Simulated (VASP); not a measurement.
Consider the following.

```
CELL_PARAMETERS angstrom
      0.00000     1.92594     1.92594
      1.92594     0.00000     1.92594
      1.92594     1.92594     0.00000
ATOMIC_POSITIONS crystal
  Tc 0.00000 0.00000 0.00000
```

Method: PBEsol GGA, VASP's PBE PAW potentials (set 64) (plane waves; VASP). Run with 400 eV cut-off, 15×15×15 Γ-centred mesh, first-order Methfessel-Paxton smearing of 0.10 eV, potentials Tc_pv.

Energy and stress use the plane-wave basis of the starting cell.

Task: The ions, cell shape and volume are relaxed. Predict the relaxed structure.

Result: 
```
CELL_PARAMETERS angstrom
      0.00000     1.91219     1.91219
      1.91219     0.00000     1.91219
      1.91219     1.91219     0.00000
ATOMIC_POSITIONS crystal
  Tc 0.00000 0.00000 0.00000
```
Space group Fm-3m (225), at a tolerance of 0.03 Å.

Task: How do energy and volume change from the first to the last step?

Result: The energy (σ→0) changes by -6.6 meV/atom and the volume by -2.1 %, in 4 ionic steps.

```
step  E(σ→0) (eV)  max force (eV/Å)  pressure (GPa)  volume (Å³)
----  -----------  ----------------  --------------  -----------
1        -11.1966             0.000           -6.79        14.29
2        -11.1334             0.000           26.31        13.07
3        -11.2032             0.000           -0.18        13.99
4        -11.2032             0.000           -0.02        13.98
```

The structure was generated: Tc was put into the fcc type (Fm-3m), which need not be its known phase. This run relaxes it. Symmetry was kept, so distortions that lower it aren't found.
